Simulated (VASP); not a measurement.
Given:

```
CELL_PARAMETERS angstrom
      4.50425     0.00000     0.00000
      0.00000     4.57620     0.00000
      0.00000     0.00000     4.60517
ATOMIC_POSITIONS crystal
  Cs 0.00000 0.00000 0.00000
  I  0.51164 0.50000 0.50000
```
Cell charge +0.1.

Level of theory: PBE GGA, VASP's PBE PAW potentials (set 64) (plane waves; VASP). Settings: NELECT = 15.9, 400 eV cut-off, 5×5×5 Γ-centred mesh, Gaussian smearing of 0.050 eV, potentials Cs_sv I.

The cell is charged, with a uniform compensating background. Unless said otherwise, spin-orbit coupling is left out, though it shifts the bands of the heavy elements here.

### Question
Estimate the energy per atom (σ→0), band gap (on the k-mesh) with the smallest direct gap where there is one.

### Answer

| Item | Value |
|---|---|
| band gap (on the k-mesh) | none (metal, semimetal or under 0.01 eV) |
| energy per atom (σ→0) | -2.750 eV/atom |

The absolute energy has meaning only against runs of the same code, potentials and settings.

The compound is CsI in the CsCl type structure. The cell was not relaxed at this level, atoms are displaced from their ideal sites. The run is one of a series of settings (NELECT = 15.9 against the base run), some of them coarse on purpose.
